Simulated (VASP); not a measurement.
Here is the system:

```
PtAs
1.0
    3.20076     0.00000     0.00000
    0.00000     3.20076     0.00000
    0.00000     0.00000     3.20076
Pt As
1 1
Direct
  0.00000   0.00000   0.00000
  0.50000   0.50000   0.50000
```

These are r2SCAN meta-GGA, VASP's PBE PAW potentials (set 64) (plane waves; VASP) values and carry that method's errors. Settings: 400 eV cut-off, 13×13×13 Γ-centred mesh, tetrahedra with Blöchl corrections, potentials Pt As.

Question: Give the energies of bands 2 to 10 at the high-symmetry points, in eV from the Fermi level.

Answer: 
```
band      Γ      X      M      R
----  -----  -----  -----  -----
2     -4.86  -8.80  -5.22  -7.04
3     -4.86  -4.40  -5.22  -7.04
4     -2.32  -4.26  -4.86  -7.04
5     -2.32  -4.26  -3.23  -1.24
6     -2.32  -2.17  -3.23  -1.24
7     -0.04  -1.15  -1.30   2.36
8     -0.04   4.41  -1.26   2.36
9     -0.04   4.41   0.95   2.36
10     2.48   6.75   2.39   2.96
```

It has no gap at this level: it comes out as a metal or semimetal.

The structure was generated: PtAs was put into the CsCl type type (Pm-3m), which need not be its known phase. It was relaxed first, which changed the volume by -10 %. The electron count is odd and the run is not spin-polarised, which forces a metal.
